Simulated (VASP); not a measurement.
These are rev-vdW-DF2, VASP's PBE PAW potentials (set 64) (plane waves; VASP) values and carry that method's errors.

VASP input:

**INCAR**
```
SYSTEM = Zn
PREC = Accurate
ENCUT = 520
EDIFF = 1E-7
NELM = 100
ALGO = Normal
LREAL = .FALSE.
LASPH = .TRUE.
ISMEAR = 1
SIGMA = 0.1
GGA = MK
PARAM1 = 0.1234568
PARAM2 = 0.7114
ZAB_VDW = -1.8867
LUSE_VDW = .TRUE.
AGGAC = 0.0
LMAXMIX = 4
LWAVE = .FALSE.
LCHARG = .FALSE.
ISIF = 4
IBRION = 2
NSW = 30
EDIFFG = -0.01
```

**KPOINTS**
```
Automatic mesh
0
Gamma
16 16 8
0 0 0
```

File POSCAR:
```
Zn
1.0
  1.3414162267  -2.3234014872   0.0000000000
  1.3414162267   2.3234014872   0.0000000000
  0.0000000000   0.0000000000   4.8839095595
Zn
2
direct
  0.3333330000   0.6666670000   0.2500000000
  0.6666670000   0.3333330000   0.7500000000
```

POTCAR, in this order: Zn (PBE.64 set). Program: vasp_std.

The run wrote:

**OSZICAR**
```
       N       E                     dE             d eps       ncg     rms          rms(c)
DAV:   1     0.102502238167E+03    0.10250E+03   -0.12863E+04  4856   0.236E+03
DAV:   2     0.586107016714E+01   -0.96641E+02   -0.95571E+02  4920   0.304E+02
DAV:   3     0.302443997603E+01   -0.28366E+01   -0.28319E+01  5888   0.638E+01
DAV:   4     0.301581262191E+01   -0.86274E-02   -0.86270E-02  5696   0.360E+00
DAV:   5     0.301579981066E+01   -0.12811E-04   -0.12811E-04  5872   0.114E-01    0.386E+00
DAV:   6     0.321178669050E+01    0.19599E+00   -0.97018E-01  4920   0.217E+01    0.286E+00
DAV:   7     0.322123517918E+01    0.94485E-02   -0.30147E-02  6008   0.320E+00    0.148E+00
DAV:   8     0.322566731462E+01    0.44321E-02   -0.22206E-03  6152   0.724E-01    0.466E-02
DAV:   9     0.322563762978E+01   -0.29685E-04   -0.27429E-04  6664   0.233E-01    0.343E-02
DAV:  10     0.322563030624E+01   -0.73235E-05   -0.24244E-05  5312   0.608E-02    0.349E-03
DAV:  11     0.322563054260E+01    0.23637E-06   -0.22483E-07  5088   0.894E-03    0.185E-03
DAV:  12     0.322563076187E+01    0.21927E-06   -0.66756E-08  3144   0.345E-03    0.888E-05
DAV:  13     0.322563075325E+01   -0.86156E-08   -0.13560E-08  2816   0.140E-03
   1 F= 0.32256308E+01 E0= 0.32255771E+01  d E =0.322563E+01
       N       E                     dE             d eps       ncg     rms          rms(c)
DAV:   1     0.319985091609E+01   -0.25780E-01   -0.48543E-01  5568   0.672E+00    0.951E-01
DAV:   2     0.321450470629E+01    0.14654E-01   -0.14567E-02  5128   0.233E+00    0.573E-01
DAV:   3     0.322245300307E+01    0.79483E-02   -0.10133E-02  6664   0.180E+00    0.600E-02
DAV:   4     0.322235476255E+01   -0.98241E-04   -0.12430E-03  5064   0.417E-01    0.398E-02
DAV:   5     0.322235768972E+01    0.29272E-05   -0.15209E-05  5696   0.838E-02    0.692E-03
DAV:   6     0.322235840762E+01    0.71790E-06   -0.18937E-06  5632   0.196E-02    0.883E-04
DAV:   7     0.322235839520E+01   -0.12424E-07   -0.70505E-08  3232   0.309E-03
   2 F= 0.32223584E+01 E0= 0.32222139E+01  d E =-.327236E-02
       N       E                     dE             d eps       ncg     rms          rms(c)
DAV:   1     0.321721933971E+01   -0.51391E-02   -0.98720E-02  5568   0.303E+00    0.429E-01
DAV:   2     0.322023606053E+01    0.30167E-02   -0.29262E-03  5224   0.106E+00    0.258E-01
DAV:   3     0.322187493798E+01    0.16389E-02   -0.20905E-03  6640   0.816E-01    0.274E-02
DAV:   4     0.322185442917E+01   -0.20509E-04   -0.26006E-04  5104   0.193E-01    0.179E-02
DAV:   5     0.322185518498E+01    0.75582E-06   -0.29941E-06  5728   0.424E-02    0.293E-03
DAV:   6     0.322185526617E+01    0.81187E-07   -0.35295E-07  4912   0.104E-02
   3 F= 0.32218553E+01 E0= 0.32218024E+01  d E =-.377549E-02
       N       E                     dE             d eps       ncg     rms          rms(c)
DAV:   1     0.322080521261E+01   -0.10500E-02   -0.20911E-02  5560   0.139E+00    0.197E-01
DAV:   2     0.322144486400E+01    0.63965E-03   -0.61631E-04  5224   0.490E-01    0.119E-01
DAV:   3     0.322179496170E+01    0.35010E-03   -0.44731E-04  6640   0.376E-01    0.127E-02
DAV:   4     0.322179052386E+01   -0.44378E-05   -0.55627E-05  5064   0.898E-02    0.823E-03
DAV:   5     0.322179075921E+01    0.23535E-06   -0.63667E-07  5832   0.203E-02    0.111E-03
DAV:   6     0.322179077145E+01    0.12238E-07   -0.68778E-08  2624   0.497E-03
   4 F= 0.32217908E+01 E0= 0.32217848E+01  d E =-.383998E-02
```

**OUTCAR**
```
------------------------ aborting loop because EDIFF is reached ----------------------------------------
  FORCE on cell =-STRESS in cart. coord.  units (eV):
  Direction    XX          YY          ZZ          XY          YZ          ZX
  --------------------------------------------------------------------------------------
  Total       -0.3419463     -0.3419464     -0.3297586      0.0000000      0.0000000      0.0000000
  in kB      -17.9962942    -17.9963006    -17.3548692      0.0000000      0.0000000      0.0000000
  external PRESSURE =     -17.7824880 kB  Pullay stress =       0.0000000 kB
  volume of cell :       30.44
      direct lattice vectors                 reciprocal lattice vectors
     1.331989682 -2.307074210  0.000000000     0.375378283 -0.216724715  0.000000000
     1.331989682  2.307074210 -0.000000000     0.375378283  0.216724715  0.000000000
     0.000000000  0.000000000  4.953281462    -0.000000000  0.000000000  0.201886367
 POSITION                                       TOTAL-FORCE (eV/Angst)
 -----------------------------------------------------------------------------------
      1.33199      0.76903      1.23832         0.000000     -0.000000      0.000000
      1.33199     -0.76903      3.71496        -0.000000      0.000000      0.000000
 -----------------------------------------------------------------------------------
    total drift:                                0.000013      0.000076      0.000004
  FREE ENERGIE OF THE ION-ELECTRON SYSTEM (eV)
  ---------------------------------------------------
  free  energy   TOTEN  =         3.2217907714 eV

  energy  without entropy=        3.2217729173  energy(sigma->0) =        3.22178482

 reached required accuracy - stopping structural energy minimisation
```
(Selected blocks of OUTCAR.)

File CONTCAR:
```
Zn
   1.00000000000000
     1.3319896816010097   -2.3070742096837615    0.0000000000000000
     1.3319896816010097    2.3070742096837615   -0.0000000000000000
     0.0000000000000000    0.0000000000000000    4.9532814622539565
  Zn
     2
Direct
     0.3333330000000032    0.6666669999999968    0.2500000000000000
     0.6666669999999968    0.3333330000000032    0.7500000000000000
```

OUTCAR:
```
 val. band max:        2.9911246405   @ k =   0.3750   0.2500   0.5000

 cond. band min:       3.0476349880   @ k =   0.5000   0.0000   0.5000


 Fermi energy:         3.0401683758

 k-point     1 :       0.0000    0.0000    0.0000
  band No.  band energies     occupation
      1      -7.4088      2.00000
      2      -5.6819      2.00000
      3      -5.0025      2.00000
      4      -4.7709      2.00000
      5      -4.7709      2.00000
      6      -4.7220      2.00000
      7      -4.7220      2.00000
      8      -4.3955      2.00000
      9      -4.3955      2.00000
     10      -4.1895      2.00000
     11      -4.1895      2.00000
     12      -0.5978      2.00000
     13      -0.1464      2.00000
     14      16.4678      0.00000
     15      20.3115      0.00000
     16      20.3115      0.00000

 k-point     2 :       0.0625    0.0000    0.0000
  band No.  band energies     occupation
      1      -7.2928      2.00000
      2      -5.6318      2.00000
      3      -4.9906      2.00000
      4      -4.7821      2.00000
      5      -4.7437      2.00000
      6      -4.7343      2.00000
      7      -4.6961      2.00000
      8      -4.4196      2.00000
      9      -4.4062      2.00000
     10      -4.2523      2.00000
     11      -4.1882      2.00000
     12      -0.4159      2.00000
     13      -0.0850      2.00000
     14      16.5893      0.00000
     15      18.3174      0.00000
     16      19.2784      0.00000

 k-point     3 :       0.1250    0.0000    0.0000
  band No.  band energies     occupation
      1      -6.9505      2.00000
      2      -5.4992      2.00000
      3      -4.9656      2.00000
      4      -4.8062      2.00000
      5      -4.7539      2.00000
      6      -4.6654      2.00000
      7      -4.6217      2.00000
      8      -4.5121      2.00000
      9      -4.4349      2.00000
     10      -4.3804      2.00000
     11      -4.1860      2.00000
     12       0.0917      2.00000
     13       0.1097      2.00000
...
```

The compound is Zn in the hcp structure. This cell is one point of a volume scan, at 1.03 of the reference volume. Symmetry was kept, so distortions that lower it aren't found.
